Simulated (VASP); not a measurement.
A VASP calculation is set up with these files.

File KPOINTS:
```
K-points
0
gamma
  10 10 6
0 0 0
```

POSCAR:
```
Y
1
    1.8250000000    -3.1609930000     0.0000000000
    1.8250000000     3.1609930000     0.0000000000
    0.0000000000     0.0000000000     5.7300000000
Y
2
Direct
  0.3333330000   0.6666670000   0.2500000000
  0.6666670000   0.3333330000   0.7500000000
```

### INCAR
```
SYSTEM = Y
PREC = Accurate
ENCUT = 400
EDIFF = 1E-6
NELM = 100
ALGO = Normal
LREAL = .FALSE.
LASPH = .TRUE.
ISMEAR = 1
SIGMA = 0.1
GGA = PS
LMAXMIX = 4
LWAVE = .FALSE.
LCHARG = .FALSE.
IBRION = 2
ISIF = 3
NSW = 60
EDIFFG = -0.01
```

POTCAR, in this order: Y_sv (PBE.64 set). Program: vasp_std.

Problem. Translate this PBEsol calculation to Ansatz.

Solution. One equivalent input (not run):
Ansatz 0.2 input:
```yaml
crystal:
  lattice:
    - [1.8250000, -3.1609930, 0.0000000]
    - [1.8250000, 3.1609930, 0.0000000]
    - [0.0000000, 0.0000000, 5.7300000]
  atoms:
    - { symbol: Y, position: [0.3333330, 0.6666670, 0.2500000] }
    - { symbol: Y, position: [0.6666670, 0.3333330, 0.7500000] }
kpoints:
  mp_grid: { grid: [10, 10, 6] }
hamiltonian:
  xc: pbesol
  pseudopotentials: { kind: paw }
scf:
  occupations: { method: methfessel_paxton, width: 0.1 }
  max_iter: 100
relax:
  max_steps: 60
  f_tol: 0.01
  cell: {}
output: { forces: true, stress: true, eigenvalues: true }
```
The two are equivalent in intent, not identical: each code has its own PAW files, so the cut-off isn't converted (ENCUT is set for VASP's; basis.ecutwfc is left out, and Ansatz then takes the one that its files recommend); Ansatz stops its SCF on the density residual and VASP on the energy change (EDIFF).

The compound is Y in the hcp structure. This run relaxes it. Symmetry was kept, so distortions that lower it aren't found.
